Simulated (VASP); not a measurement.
Wanted: the native input for a VASP 6.6.1 run.

```
Task                   : single point
Functional             : PBE
Potentials or basis    : VASP PAW PBE potentials, release 64 (Si, Sb, As)
Cutoff                 : 520 eV
k mesh                 : 3 × 3 × 1
Occupations            : gaussian, width 0.1 eV
Spin                   : no spin polarisation
Dipole correction      : yes
Further INCAR settings : ALGO = Fast; EDIFF = 1e-06; NBANDS = 25
```

The structure of Si3Sb2As2 lies in POSCAR:

```
Si3Sb2As2
1.0
    6.1014568600      0.0000000000      0.0000000000
   -3.0507279100      5.2840167900      0.0000000000
    0.0000000000      0.0000000000     18.0000000000
Si Sb As
3 2 2
Direct
    0.5000000000      0.5000000000      0.4933333300
    0.5000000000      0.0000000000      0.4933333300
    0.0000000000      0.5000000000      0.4933333300
    0.6666666700      0.3333333300      0.5858756300
    0.3333333300      0.6666666700      0.5858756300
    0.6666666700      0.3333333300      0.4141243700
    0.3333333300      0.6666666700      0.4141243700
```

The cell was built by a generator and needn't be a form met in nature.

One way to write it, as run:

INCAR

```
PREC = Accurate
ENCUT = 520
EDIFF = 1E-6
ISMEAR = 0
SIGMA = 0.1
LREAL = False
LASPH = True
NELM = 60
ALGO = Fast
ISIF = 2
LWAVE = False
LCHARG = True
LDIPOL = True
IDIPOL = 3
DIPOL = 0.5 0.5 0.497
GGA = PE
LELF = True
LVHAR = True
LVACPOTAV = True
NBANDS = 25
```

KPOINTS

```
regular mesh
0
Gamma
  3 3 1
```

Potentials or basis: VASP PAW PBE potentials, release 64 (Si, Sb, As).

The run is started by

```bash
$ cat potpaw_PBE.64/Si/POTCAR potpaw_PBE.64/Sb/POTCAR potpaw_PBE.64/As/POTCAR > POTCAR
$ mpirun -np 1 vasp_std > vasp.out
```

Results of the run:

| Quantity | Value |
| --- | --- |
| Largest force | 5.426 eV/Å |
| Band gap on the k mesh | none (metal or under the smearing width) |
| Work function of the upper face | 4.27 eV |
| Work function of the lower face | 4.67 eV |

Caveat: the k mesh is coarse (spacing up to 0.40 Å⁻¹), so the values aren't converged.

It took 3.4 min on 1 thread of AMD EPYC 7R43 64-Core Processor (Zen 3) (shared host), peak memory 0.63 GiB.
